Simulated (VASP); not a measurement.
Computed with PBE GGA, VASP's PBE PAW potentials (set 64) (plane waves; VASP 6.6.1).

The input files of a VASP run:

File KPOINTS:
```
kpoints
0
Gamma
 8 8 8
```

POSCAR:
```
GaAs
1.0
  0.0000000000   2.8708749059   2.8708749059
  2.8708749059   0.0000000000   2.8708749059
  2.8708749059   2.8708749059   0.0000000000
Ga As
1 1
Cart
  0.0000000000   0.0000000000   0.0000000000
  1.4354374530   1.4354374530   1.4354374530
```

INCAR:
```
PREC = Accurate
SIGMA = 0.05   # width (eV)
LASPH = .TRUE.
LREAL = .FALSE.
LCHARG = .FALSE.
GGA = PE   # PBE
LMAXMIX = 4   # l cut-off of mixed one-centre charges
ALGO = Normal   # blocked Davidson
ISIF = 2
LWAVE = .FALSE.
NELM = 100   # most electronic steps
EDIFF = 1E-7   # SCF stop (eV)
SYSTEM = GaAs
ISMEAR = 0   # Gaussian
ENCUT = 480   # plane-wave cut-off (eV)
```

POTCAR, in this order: Ga_d As (PBE.64 set). Program: vasp_std.

Output of the run:

OSZICAR:
```
       N       E                     dE             d eps       ncg     rms          rms(c)
DAV:   1     0.789523787037E+02    0.78952E+02   -0.87462E+03   762   0.183E+03
DAV:   2    -0.187369259764E+01   -0.80826E+02   -0.77952E+02   804   0.314E+02
DAV:   3    -0.831095096608E+01   -0.64373E+01   -0.63557E+01   939   0.748E+01
DAV:   4    -0.842048914311E+01   -0.10954E+00   -0.10951E+00   897   0.111E+01
DAV:   5    -0.842222272181E+01   -0.17336E-02   -0.17335E-02   904   0.118E+00    0.277E+00
DAV:   6    -0.828613404107E+01    0.13609E+00   -0.25750E-01  1151   0.925E+00    0.167E+00
DAV:   7    -0.826955189166E+01    0.16582E-01   -0.67332E-02   995   0.203E+00    0.557E-01
DAV:   8    -0.827037056462E+01   -0.81867E-03   -0.10108E-02   869   0.139E+00    0.916E-02
DAV:   9    -0.827077362582E+01   -0.40306E-03   -0.10709E-03   916   0.468E-01    0.559E-02
DAV:  10    -0.827083922216E+01   -0.65596E-04   -0.78626E-05   996   0.947E-02    0.302E-02
DAV:  11    -0.827089427404E+01   -0.55052E-04   -0.87420E-05   809   0.783E-02    0.402E-03
DAV:  12    -0.827089466345E+01   -0.38941E-06   -0.14441E-06   917   0.185E-02    0.165E-03
DAV:  13    -0.827089513177E+01   -0.46833E-06   -0.59514E-07   829   0.645E-03    0.573E-04
DAV:  14    -0.827089511376E+01    0.18015E-07   -0.15093E-08   547   0.167E-03
   1 F= -.82708951E+01 E0= -.82708909E+01  d E =-.841604E-05
```

File OUTCAR:
```
------------------------ aborting loop because EDIFF is reached ----------------------------------------
  FORCE on cell =-STRESS in cart. coord.  units (eV):
  Direction    XX          YY          ZZ          XY          YZ          ZX
  --------------------------------------------------------------------------------------
  Total        0.0696670      0.0696670      0.0696670      0.0000000      0.0000000      0.0000000
  in kB        2.3586579      2.3586579      2.3586579      0.0000000      0.0000000      0.0000000
  external PRESSURE =       2.3586579 kB  Pullay stress =       0.0000000 kB
  volume of cell :       47.32
      direct lattice vectors                 reciprocal lattice vectors
     0.000000000  2.870874906  2.870874906    -0.174162935  0.174162935  0.174162935
     2.870874906  0.000000000  2.870874906     0.174162935 -0.174162935  0.174162935
     2.870874906  2.870874906  0.000000000     0.174162935  0.174162935 -0.174162935
  FREE ENERGIE OF THE ION-ELECTRON SYSTEM (eV)
  ---------------------------------------------------
  free  energy   TOTEN  =        -8.2708951138 eV

  energy  without entropy=       -8.2708866977  energy(sigma->0) =       -8.27089091
```
(Selected blocks of OUTCAR.)

The compound is GaAs in the zinc blende structure. It was relaxed first.
